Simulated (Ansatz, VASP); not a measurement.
## CS2 in VASP and in Ansatz

```xyz
6
Lattice="3.6458 -2.9943 0.0000 3.6458 2.9943 0.0000 0.0000 0.0000 9.8513" Properties=species:S:1:pos:R:3 pbc="T T T"
S     3.6152    1.9304    8.7446
S     3.6531    1.0922    3.8061
S     3.6132   -1.0785    6.0593
S     3.6167   -1.9911    1.1026
C     3.6247    0.0132    4.9663
C    -0.0037   -0.0626    0.0087
```

Change from the starting cell: atoms moved at random, drawn with an rms of 0.05 Å.

Alike in both runs: task single point; functional PBEsol; k mesh 6 × 6 × 3; occupations fermi-dirac, width 0.05 eV; no spin polarisation.

|  | VASP | Ansatz |
| --- | --- | --- |
| version | VASP 6.6.1 | Ansatz 0.2.0 |
| potentials or method | VASP PAW PBE potentials, release 64 (S, C) | Ansatz PAW |
| plane-wave cutoff (eV) | 520 | 420 |
| valence electrons in the cell | 32 | 32 |

VASP gave:

- gap on the k mesh at the Fermi level (eV): 3.46
- least direct gap on the mesh (eV): 3.46
- pressure (GPa): 1.2
- largest component of the traceless stress (GPa): 3.28
- rms of the force components (eV/Å): 1.063

Estimate Ansatz's values.

gap on the k mesh at the Fermi level (eV): 3.44; least direct gap on the mesh (eV): 3.44; pressure (GPa): 1.6; largest component of the traceless stress (GPa): 3.37; rms of the force components (eV/Å): 1.142.

Atom by atom the forces differ by 0.123 eV/Å (rms over components). With one functional, cell and mesh, what is left measures potentials, basis and numerics.

Caveats: the PAW data sets were made with another functional, which shifts forces and pressure a little (VASP); an odd mesh through Γ misses points on the zone boundary, where band edges often lie (VASP); odd divisions of the mesh miss points on the zone boundary, where band edges often lie, so the gap on the mesh can be too wide (Ansatz); the PAW data sets come from PBE, with cores solved anew for the run's functional, which leaves a small shift of forces and pressure (Ansatz).
